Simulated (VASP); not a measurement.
Level of theory: PBE GGA with D4 dispersion, VASP's PBE PAW potentials (set 64) (plane waves; VASP).

The input files of a VASP run:

**POSCAR**
```
MgI2
1
    2.0849086682    -3.6111673191     0.0000000000
    2.0849086682     3.6111673191     0.0000000000
    0.0000000000     0.0000000000     6.9507607345
Mg I
1 2
Direct
  1.0000000000   1.0000000000   1.0000000000
  0.3333330000   0.6666670000   0.2432622769
  0.6666670000   0.3333330000   0.7567377231
```

**INCAR**
```
SYSTEM = MgI2
PREC = Accurate
ENCUT = 520
EDIFF = 1E-7
NELM = 100
ALGO = Normal
LREAL = .FALSE.
LASPH = .TRUE.
ISMEAR = 0
SIGMA = 0.05
GGA = PE
IVDW = 13
LMAXMIX = 4
LWAVE = .FALSE.
LCHARG = .FALSE.
ISIF = 4
IBRION = 2
NSW = 30
EDIFFG = -0.01
```

**KPOINTS**
```
Automatic
0
G
  6 6 4
```

POTCAR, in this order: Mg I (PBE.64 set). Program: vasp_std.

The run wrote:

**OUTCAR**
```
 ion  position               nearest neighbor table
   1  0.000  0.000  0.000-   2 2.94   3 2.94   3 2.94   2 2.94   3 2.94   2 2.94
   2  0.333  0.667  0.243-   1 2.94   1 2.94   1 2.94
   3  0.667  0.333  0.757-   1 2.94   1 2.94   1 2.94
  LATTYP: Found a hexagonal cell.
 ALAT       =     4.1698169698
 C/A-ratio  =     1.6669222618
 Subroutine PRICEL returns:
 Original cell was already a primitive cell.
 Subroutine GETGRP returns: Found 12 space group operations
The static configuration has the point symmetry D_3d.
The dynamic configuration has the point symmetry D_3d.
 Subroutine INISYM returns: Found 12 space group operations
 Subroutine IBZKPT returns following result:
 Found     24 irreducible k-points:

 Following reciprocal coordinates:
            Coordinates               Weight
  0.000000  0.000000  0.000000      1.000000
  0.166667  0.000000  0.000000      6.000000
  0.333333  0.000000  0.000000      6.000000
  0.500000  0.000000  0.000000      3.000000
  0.166667  0.166667  0.000000      6.000000
  0.333333  0.166667  0.000000     12.000000
  0.333333  0.333333  0.000000      2.000000
...
```

OSZICAR:
```
       N       E                     dE             d eps       ncg     rms          rms(c)
DAV:   1     0.805477277574E+02    0.80548E+02   -0.57856E+03   576   0.104E+03
DAV:   2    -0.176667417897E+01   -0.82314E+02   -0.77292E+02   816   0.150E+02
DAV:   3    -0.775853536046E+01   -0.59919E+01   -0.59721E+01   736   0.487E+01
DAV:   4    -0.786632008560E+01   -0.10778E+00   -0.10775E+00   732   0.821E+00
DAV:   5    -0.786839409454E+01   -0.20740E-02   -0.20740E-02   732   0.118E+00    0.392E+00
DAV:   6    -0.773385191834E+01    0.13454E+00   -0.15654E-01   624   0.219E+00    0.273E+00
DAV:   7    -0.770810608752E+01    0.25746E-01   -0.14336E-01   664   0.214E+00    0.757E-01
DAV:   8    -0.770638789110E+01    0.17182E-02   -0.97336E-03   648   0.607E-01    0.256E-01
DAV:   9    -0.770654347762E+01   -0.15559E-03   -0.10946E-03   692   0.240E-01    0.976E-02
DAV:  10    -0.770652984972E+01    0.13628E-04   -0.32228E-05   704   0.492E-02    0.446E-02
DAV:  11    -0.770653531776E+01   -0.54680E-05   -0.18971E-05   652   0.328E-02    0.297E-02
DAV:  12    -0.770653609607E+01   -0.77831E-06   -0.12356E-06   720   0.767E-03    0.115E-02
DAV:  13    -0.770653610979E+01   -0.13719E-07   -0.19115E-08   436   0.130E-03
   1 F= -.85835844E+01 E0= -.85835844E+01  d E =-.858358E+01
       N       E                     dE             d eps       ncg     rms          rms(c)
DAV:   1    -0.770767972338E+01   -0.11436E-02   -0.54448E-02   596   0.138E+00    0.894E-02
DAV:   2    -0.770786689360E+01   -0.18717E-03   -0.21603E-03   704   0.324E-01    0.417E-02
DAV:   3    -0.770786286406E+01    0.40295E-05   -0.24352E-05   648   0.450E-02    0.312E-02
DAV:   4    -0.770786047800E+01    0.23861E-05   -0.75272E-06   708   0.189E-02    0.113E-02
DAV:   5    -0.770786094373E+01   -0.46573E-06   -0.17727E-06   644   0.836E-03    0.205E-03
DAV:   6    -0.770786101417E+01   -0.70439E-07   -0.39644E-08   396   0.172E-03
   2 F= -.85849440E+01 E0= -.85849440E+01  d E =-.135959E-02
       N       E                     dE             d eps       ncg     rms          rms(c)
DAV:   1    -0.770801581773E+01   -0.15487E-03   -0.38707E-01   584   0.369E+00    0.258E-01
DAV:   2    -0.770934972598E+01   -0.13339E-02   -0.15485E-02   688   0.867E-01    0.102E-01
DAV:   3    -0.770931818952E+01    0.31536E-04   -0.17778E-04   660   0.121E-01    0.756E-02
DAV:   4    -0.770929818959E+01    0.20000E-04   -0.49190E-05   692   0.482E-02    0.279E-02
DAV:   5    -0.770929908773E+01   -0.89814E-06   -0.11561E-05   632   0.213E-02    0.565E-03
DAV:   6    -0.770929932029E+01   -0.23256E-06   -0.31830E-07   680   0.445E-03    0.444E-03
DAV:   7    -0.770929946465E+01   -0.14436E-06   -0.13376E-07   412   0.279E-03    0.402E-04
DAV:   8    -0.770929948685E+01   -0.22206E-07   -0.33746E-08   340   0.131E-03
   3 F= -.85864588E+01 E0= -.85864588E+01  d E =-.287441E-02
       N       E                     dE             d eps       ncg     rms          rms(c)
DAV:   1    -0.771022511902E+01   -0.92565E-03   -0.48406E-02   576   0.121E+00    0.131E-01
DAV:   2    -0.770990804971E+01    0.31707E-03   -0.13788E-03   652   0.274E-01    0.596E-02
DAV:   3    -0.770972111261E+01    0.18694E-03   -0.17981E-04   712   0.881E-02    0.311E-02
DAV:   4    -0.770968063340E+01    0.40479E-04   -0.12961E-04   696   0.691E-02    0.742E-03
DAV:   5    -0.770968304498E+01   -0.24116E-05   -0.11021E-05   660   0.204E-02    0.710E-03
DAV:   6    -0.770968313069E+01   -0.85716E-07   -0.40602E-07   660   0.459E-03
   4 F= -.85869290E+01 E0= -.85869290E+01  d E =-.470203E-03
       N       E                     dE             d eps       ncg     rms          rms(c)
DAV:   1    -0.771120875243E+01   -0.15257E-02   -0.11822E-01   576   0.190E+00    0.205E-01
DAV:   2    -0.771042546267E+01    0.78329E-03   -0.33665E-03   652   0.429E-01    0.934E-02
DAV:   3    -0.770996497786E+01    0.46048E-03   -0.43994E-04   712   0.138E-01    0.488E-02
DAV:   4    -0.770986348234E+01    0.10150E-03   -0.32221E-04   692   0.109E-01    0.118E-02
DAV:   5    -0.770986944940E+01   -0.59671E-05   -0.27441E-05   656   0.322E-02    0.112E-02
DAV:   6    -0.770986966361E+01   -0.21420E-06   -0.10030E-06   672   0.721E-03    0.713E-03
DAV:   7    -0.770987030948E+01   -0.64588E-06   -0.11696E-06   608   0.800E-03    0.133E-03
DAV:   8    -0.770987029493E+01    0.14551E-07   -0.39751E-08   412   0.151E-03
   5 F= -.85872436E+01 E0= -.85872436E+01  d E =-.784747E-03
```

File OUTCAR:
```
------------------------ aborting loop because EDIFF is reached ----------------------------------------
  Edisp (eV):   -0.87737
  FORCE on cell =-STRESS in cart. coord.  units (eV):
  Direction    XX          YY          ZZ          XY          YZ          ZX
  --------------------------------------------------------------------------------------
  Total      -0.31834    -0.31834    -0.30324    -0.00000     0.00000     0.00000
  in kB      -4.87302    -4.87302    -4.64200    -0.00000     0.00000     0.00000
  external pressure =       -4.80 kB  Pullay stress =        0.00 kB
  volume of cell :      104.66
      direct lattice vectors                 reciprocal lattice vectors
     2.077992543 -3.599188300  0.000000000     0.240616840 -0.138920212 -0.000000000
     2.077992543  3.599188300 -0.000000000     0.240616840  0.138920212 -0.000000000
     0.000000000  0.000000000  6.997105664    -0.000000000  0.000000000  0.142916235
 POSITION                                       TOTAL-FORCE (eV/Angst)
 -----------------------------------------------------------------------------------
      0.00000     -0.00000      0.00000        -0.000000     -0.000000      0.000000
      2.07799      1.19973      1.67290         0.000000      0.000000      0.000837
      2.07799     -1.19973      5.32421        -0.000000     -0.000000     -0.000837
 -----------------------------------------------------------------------------------
    total drift:                               -0.000000     -0.000000      0.000000
  FREE ENERGIE OF THE ION-ELECTRON SYSTEM (eV)
  ---------------------------------------------------
  free  energy   TOTEN  =        -8.5872435584 eV

  energy  without entropy=       -8.5872435584  energy(sigma->0) =       -8.58724356

 reached required accuracy - stopping structural energy minimisation
```
(Selected blocks of OUTCAR.)

CONTCAR:
```
MgI2
   1.00000000000000
     2.0779925433159327   -3.5991883000342177    0.0000000000000000
     2.0779925433159327    3.5991883000342177   -0.0000000000000000
     0.0000000000000000    0.0000000000000000    6.9971056636137865
  Mg              I
     1     2
Direct
     0.0000000000000000    0.0000000000000000    0.0000000000000000
     0.3333330000000032    0.6666669999999968    0.2390840681352913
     0.6666669999999968    0.3333330000000032    0.7609159318647086
```

The compound is MgI2 in the 1T layered structure. This cell is one point of a volume scan, at 1.03 of the reference volume. Symmetry was kept, so distortions that lower it aren't found.
